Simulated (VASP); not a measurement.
An input for Ansatz (written as the equivalent of a VASP run, and not itself run):

Ansatz 0.2 input:
```yaml
crystal:
  lattice:
    - [-1.7140963, 1.7140963, 1.7140963]
    - [1.7140963, -1.7140963, 1.7140963]
    - [1.7140963, 1.7140963, -1.7140963]
  atoms:
    - { symbol: Li, position: [0.0000000, 0.0000000, 0.0000000] }
kpoints:
  mp_grid: { grid: [15, 15, 15] }
hamiltonian:
  xc: pbe
  pseudopotentials: { kind: paw }
scf:
  occupations: { method: methfessel_paxton, width: 0.1 }
  max_iter: 100
relax:
  max_steps: 40
  f_tol: 0.02
  cell: { p_target: 5 }
output: { forces: true, stress: true, eigenvalues: true }
```

Q: Write the VASP files for the same calculation (PBE).

A: One answer among several that fit: 
File KPOINTS:
```
Regular mesh
0
G
  15 15 15
0 0 0
```

### POSCAR
```
Li
1.0
 -1.7140963307   1.7140963307   1.7140963307
  1.7140963307  -1.7140963307   1.7140963307
  1.7140963307   1.7140963307  -1.7140963307
Li
1
Direct
  0.0000000000   0.0000000000   0.0000000000
```

INCAR:
```
ALGO = Normal
EDIFF = 1E-6
EDIFFG = -0.02
ENCUT = 620
GGA = PE
IBRION = 2
ISIF = 3
ISMEAR = 1
LASPH = T
LCHARG = F
LREAL = F
LWAVE = F
NELM = 100
NSW = 40
PREC = Accurate
PSTRESS = 50
SIGMA = 0.1
SYSTEM = Li
```

POTCAR, in this order: Li_sv (PBE.64 set). Program: vasp_std.

Limits of the translation: each code has its own PAW files, so the cut-off isn't converted (ENCUT is set for VASP's; basis.ecutwfc is left out, and Ansatz then takes the one that its files recommend); Ansatz stops its SCF on the density residual and VASP on the energy change (EDIFF).

The compound is Li in the bcc structure. This run relaxes it under an external pressure of 5 GPa. Symmetry was kept, so distortions that lower it aren't found.
